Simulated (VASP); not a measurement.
Runs of VASP 6.6.1 on Sn. The structure is cubic, space group Im-3m (No. 229). Conventional cell: a = 3.704 Å, b = 3.704 Å, c = 3.704 Å, α = 90.00°, β = 90.00°, γ = 90.00°. Sn (site symmetry m-3m) is surrounded by 8 Sn at 3.21 Å. This isn't the form of Sn at room conditions, which is tetragonal (white tin).

```csv
spin,cell,k mesh,gap on the mesh (eV),pressure (GPa)
off,"Im-3m, 25.42 Å³/atom",13 × 13 × 13,none,0.2
off,"Im-3m, 23.38 Å³/atom",13 × 13 × 13,none,(a)
"non-collinear, zero start, SOC","Im-3m, 25.42 Å³/atom",12 × 12 × 12,-,0.0
off,"Im-3m, 25.42 Å³/atom",20 × 20 × 20,none,0.0
```

Alike in all rows: task single point; level LDA; potentials or basis VASP PAW LDA potentials, release 64 (Sn_d); cutoff (eV) 520; smearing fermi-dirac 0.1 eV.

Problem. Fill in the values left out.

Solution. (a) 6.4.

A k mesh can miss the band edges, and rows without SOC leave out spin-orbit coupling on Sn.

A gap of «none» marks a metal or a gap under the smearing width.
